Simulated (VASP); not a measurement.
OSZICAR of a VASP run on W (space group I4_1/amd):

File OSZICAR:
```
       N       E                     dE             d eps       ncg     rms          rms(c)
DAV:   1     0.202524874950E+03    0.20252E+03   -0.12349E+04  2732   0.127E+03
DAV:   2    -0.200926912707E+02   -0.22262E+03   -0.21885E+03  2948   0.399E+02
DAV:   3    -0.267612220899E+02   -0.66685E+01   -0.64992E+01  3246   0.688E+01
DAV:   4    -0.268613923564E+02   -0.10017E+00   -0.99479E-01  3264   0.771E+00
DAV:   5    -0.268623854740E+02   -0.99312E-03   -0.99246E-03  3166   0.797E-01    0.285E+01
DAV:   6    -0.261365071065E+02    0.72588E+00   -0.10374E+00  3110   0.971E+00    0.122E+01
DAV:   7    -0.259489253567E+02    0.18758E+00   -0.53993E-01  3358   0.642E+00    0.704E-01
DAV:   8    -0.259404023237E+02    0.85230E-02   -0.12823E-02  2976   0.130E+00    0.521E-02
DAV:   9    -0.259404251790E+02   -0.22855E-04   -0.22983E-04  3498   0.135E-01    0.371E-02
DAV:  10    -0.259404306111E+02   -0.54320E-05   -0.26263E-05  3110   0.528E-02    0.617E-03
DAV:  11    -0.259404301876E+02    0.42342E-06   -0.20921E-06  1954   0.169E-02
   1 F= -.25940430E+02 E0= -.25910055E+02  d E =-.607497E-01
```

**Question.** Which electronic solver shows in the log?

**Answer.** It is blocked Davidson (ALGO = Normal, or the opening steps of other solvers). The INCAR had ALGO = Normal.

**Question.** Can the final energy be trusted as converged?

**Answer.** Self-consistency was reached. It stopped with EDIFF = 1E-6, NELM = 100 (LDA (Ceperley-Alder, Perdew-Zunger), plane waves, VASP's LDA PAW potentials (set 64)).

The structure was generated: W was put into an ordered model structure, which need not be its known phase. The cell was not relaxed at this level. The run is one of a series of settings (GGA removed, POTCAR W_sv (LDA.64 set) against the base run), some of them coarse on purpose.
